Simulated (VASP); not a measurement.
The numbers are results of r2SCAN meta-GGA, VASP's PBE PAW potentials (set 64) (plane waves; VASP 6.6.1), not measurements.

VASP input:

### KPOINTS
```
Automatic
0
G
14 14 14
0 0 0
```

INCAR:
```
SYSTEM = Ta
PREC = Accurate
ENCUT = 400
EDIFF = 1E-6
NELM = 100
ALGO = Normal
LREAL = .FALSE.
LASPH = .TRUE.
ISMEAR = 1
SIGMA = 0.1
METAGGA = R2SCAN
LMIXTAU = .TRUE.
LMAXMIX = 6
LWAVE = .FALSE.
LCHARG = .FALSE.
IBRION = 2
ISIF = 3
NSW = 60
EDIFFG = -0.01
```

POSCAR:
```
Ta
1
    0.0000000000     2.0859050000     2.0859050000
    2.0859050000     0.0000000000     2.0859050000
    2.0859050000     2.0859050000     0.0000000000
Ta
1
Direct
  0.0000000000   0.0000000000   0.0000000000
```

POTCAR, in this order: Ta_pv (PBE.64 set). Program: vasp_std.

Output

OSZICAR:
```
       N       E                     dE             d eps       ncg     rms          rms(c)
DAV:   1    -0.155260541112E+01   -0.15526E+01   -0.60541E+03  1904   0.100E+03
DAV:   2    -0.510368482534E+02   -0.49484E+02   -0.48583E+02  2423   0.220E+02
DAV:   3    -0.516379579558E+02   -0.60111E+00   -0.58778E+00  2306   0.248E+01
DAV:   4    -0.516425782968E+02   -0.46203E-02   -0.46122E-02  2263   0.162E+00
DAV:   5    -0.516426300843E+02   -0.51787E-04   -0.51785E-04  2190   0.121E-01    0.139E+01
DAV:   6    -0.479306004649E+02    0.37120E+01   -0.13896E+00  1921   0.166E+01    0.557E+00
DAV:   7    -0.483839239784E+02   -0.45332E+00   -0.27050E-01  1877   0.636E+00    0.155E+00
DAV:   8    -0.480480236843E+02    0.33590E+00   -0.34875E-01  1931   0.710E+00    0.644E-01
DAV:   9    -0.482780258005E+02   -0.23000E+00   -0.96847E-02  1937   0.205E+00    0.486E-01
DAV:  10    -0.483187000078E+02   -0.40674E-01   -0.49689E-03  1950   0.795E-01    0.400E-01
DAV:  11    -0.483307976324E+02   -0.12098E-01   -0.11079E-02  1933   0.125E+00    0.117E-01
DAV:  12    -0.483326080042E+02   -0.18104E-02   -0.11044E-03  1908   0.412E-01    0.459E-02
DAV:  13    -0.483322253690E+02    0.38264E-03   -0.28312E-04  1908   0.157E-01    0.446E-02
DAV:  14    -0.483322117621E+02    0.13607E-04   -0.12534E-05  2278   0.408E-02    0.310E-02
DAV:  15    -0.483322102883E+02    0.14739E-05   -0.37471E-07   994   0.788E-03    0.291E-02
DAV:  16    -0.483321948237E+02    0.15465E-04   -0.17428E-05  1946   0.464E-02    0.626E-03
DAV:  17    -0.483321944118E+02    0.41182E-06   -0.66109E-07   965   0.964E-03
   1 F= -.48332194E+02 E0= -.48332432E+02  d E =-.483322E+02
       N       E                     dE             d eps       ncg     rms          rms(c)
DAV:   1    -0.487925994030E+02   -0.46040E+00   -0.18671E+01  1897   0.657E+01    0.603E+00
DAV:   2    -0.483518991735E+02    0.44070E+00   -0.73480E-01  1901   0.991E+00    0.204E+00
DAV:   3    -0.482662796637E+02    0.85620E-01   -0.37120E-01  1925   0.700E+00    0.694E-01
DAV:   4    -0.482082111235E+02    0.58069E-01   -0.10627E-01  1945   0.383E+00    0.308E-01
DAV:   5    -0.482889955432E+02   -0.80784E-01   -0.54242E-02  1897   0.289E+00    0.104E-01
DAV:   6    -0.482921389354E+02   -0.31434E-02   -0.28386E-03  1933   0.671E-01    0.727E-02
DAV:   7    -0.482925293706E+02   -0.39044E-03   -0.89290E-04  1890   0.405E-01    0.491E-02
DAV:   8    -0.482926636681E+02   -0.13430E-03   -0.24276E-04  1893   0.206E-01    0.780E-03
DAV:   9    -0.482926762886E+02   -0.12621E-04   -0.80848E-06  2148   0.373E-02    0.324E-03
DAV:  10    -0.482926760153E+02    0.27329E-06   -0.10314E-07   965   0.377E-03
   2 F= -.48292676E+02 E0= -.48292722E+02  d E =0.395184E-01
       N       E                     dE             d eps       ncg     rms          rms(c)
DAV:   1    -0.485876021672E+02   -0.29493E+00   -0.85373E+00  1893   0.425E+01    0.433E+00
DAV:   2    -0.483733791940E+02    0.21422E+00   -0.28775E-01  1899   0.697E+00    0.149E+00
DAV:   3    -0.483298137422E+02    0.43565E-01   -0.18606E-01  1909   0.519E+00    0.627E-01
DAV:   4    -0.482987718424E+02    0.31042E-01   -0.50535E-02  1951   0.259E+00    0.241E-01
DAV:   5    -0.483396445147E+02   -0.40873E-01   -0.22746E-02  1908   0.180E+00    0.669E-02
DAV:   6    -0.483405050011E+02   -0.86049E-03   -0.15242E-03  1939   0.500E-01    0.645E-02
DAV:   7    -0.483407021902E+02   -0.19719E-03   -0.25971E-05  2247   0.650E-02    0.618E-02
DAV:   8    -0.483406674133E+02    0.34777E-04   -0.64833E-07  1310   0.105E-02    0.513E-02
DAV:   9    -0.483411104289E+02   -0.44302E-03   -0.15169E-04  1877   0.173E-01    0.635E-03
DAV:  10    -0.483411092300E+02    0.11989E-05   -0.11154E-06  1285   0.150E-02    0.231E-03
DAV:  11    -0.483411088267E+02    0.40323E-06   -0.16448E-07   942   0.584E-03
   3 F= -.48341109E+02 E0= -.48341243E+02  d E =-.891441E-02
       N       E                     dE             d eps       ncg     rms          rms(c)
DAV:   1    -0.483411516531E+02   -0.42423E-04   -0.14384E-03  1899   0.565E-01    0.573E-02
DAV:   2    -0.483411159761E+02    0.35677E-04   -0.51727E-05  1902   0.897E-02    0.197E-02
DAV:   3    -0.483411094347E+02    0.65414E-05   -0.31794E-05  1909   0.671E-02    0.759E-03
DAV:   4    -0.483411058547E+02    0.35800E-05   -0.95373E-06  1945   0.360E-02    0.317E-03
DAV:   5    -0.483411127183E+02   -0.68636E-05   -0.40591E-06  1895   0.244E-02    0.717E-04
DAV:   6    -0.483411133108E+02   -0.59248E-06   -0.14724E-07   939   0.499E-03
   4 F= -.48341113E+02 E0= -.48341252E+02  d E =-.891890E-02
```

File OUTCAR:
```
------------------------ aborting loop because EDIFF is reached ----------------------------------------
  FORCE on cell =-STRESS in cart. coord.  units (eV):
  Direction    XX          YY          ZZ          XY          YZ          ZX
  --------------------------------------------------------------------------------------
  Total        0.0063991      0.0063991      0.0063991     -0.0000000      0.0000000     -0.0000000
  in kB        0.5497092      0.5497092      0.5497092     -0.0000000      0.0000000     -0.0000000
  external PRESSURE =       0.5497092 kB  Pullay stress =       0.0000000 kB
  volume of cell :       18.65
      direct lattice vectors                 reciprocal lattice vectors
     0.000000000  2.104856214  2.104856214    -0.237545917  0.237545917  0.237545917
     2.104856214 -0.000000000  2.104856214     0.237545917 -0.237545917  0.237545917
     2.104856214  2.104856214  0.000000000     0.237545917  0.237545917 -0.237545917
 POSITION                                       TOTAL-FORCE (eV/Angst)
 -----------------------------------------------------------------------------------
      0.00000      0.00000      0.00000        -0.000000      0.000000     -0.000000
 -----------------------------------------------------------------------------------
    total drift:                               -0.000000     -0.000000     -0.000000
  FREE ENERGIE OF THE ION-ELECTRON SYSTEM (eV)
  ---------------------------------------------------
  free  energy   TOTEN  =       -48.3411133108 eV

  energy  without entropy=      -48.3415282555  energy(sigma->0) =      -48.34125163

 reached required accuracy - stopping structural energy minimisation
```
(Selected blocks of OUTCAR.)

### CONTCAR
```
Ta
   1.00000000000000
     0.0000000000000000    2.1048562144327390    2.1048562144327390
     2.1048562144327390   -0.0000000000000000    2.1048562144327390
     2.1048562144327390    2.1048562144327390    0.0000000000000000
  Ta
     1
Direct
     0.0000000000000000    0.0000000000000000    0.0000000000000000
```

Energy and stress use the plane-wave basis of the starting cell.

The structure comes from a computed database's Ta entry (Fm-3m); how it stands against other phases isn't given here. This run relaxes it. Symmetry was kept, so distortions that lower it aren't found.
